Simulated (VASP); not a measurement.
CdS:

```
CELL_PARAMETERS angstrom
0.00000 2.78271 2.78271
2.78271 0.00000 2.78271
2.78271 2.78271 0.00000
ATOMIC_POSITIONS crystal
Cd 0.00000 0.00000 0.00000
S 0.25000 0.25000 0.25000
```

The cell was built by a generator and needn't be a form met in nature.

* Program: VASP 6.6.1
* Task: relaxation of cell and atoms
* Functional: PBE
* Potentials or basis: VASP PAW PBE potentials, release 64 (Cd, S)
* Cutoff: 600 eV
* k mesh: 8 × 8 × 8
* Occupations: fermi-dirac, width 0.02 eV
* Spin: no spin polarisation

At the start: pressure 16.1 GPa; volume 21.55 Å³/atom.

**Question.** How do energy, volume and symmetry change on relaxing?

**Answer.** Over 6 steps the energy falls by 193.9 meV/atom and the volume is 26.16 Å³/atom (+21.4 %); space group F-43m (No. 216, to 0.05 Å).

Step by step:
```csv
step,energy change (eV),largest force (eV/Å),pressure (GPa),volume (Å³)
1,0.0000,0.0000,16.14,43.10
2,-0.3003,0.0000,-4.39,58.10
3,-0.3877,0.0000,0.09,52.25
4,-0.3877,0.0000,-0.12,52.45
5,-0.3877,0.0000,0.03,52.31
6,-0.3877,0.0000,0.00,52.33
```

Final structure:
```
CELL_PARAMETERS angstrom
0.00000 2.96875 2.96875
2.96875 0.00000 2.96875
2.96875 2.96875 0.00000
ATOMIC_POSITIONS crystal
Cd 0.00000 0.00000 0.00000
S 0.25000 0.25000 0.25000
```

Caveat: the volume moved by over 15 % at a fixed basis, so the end points are rough.
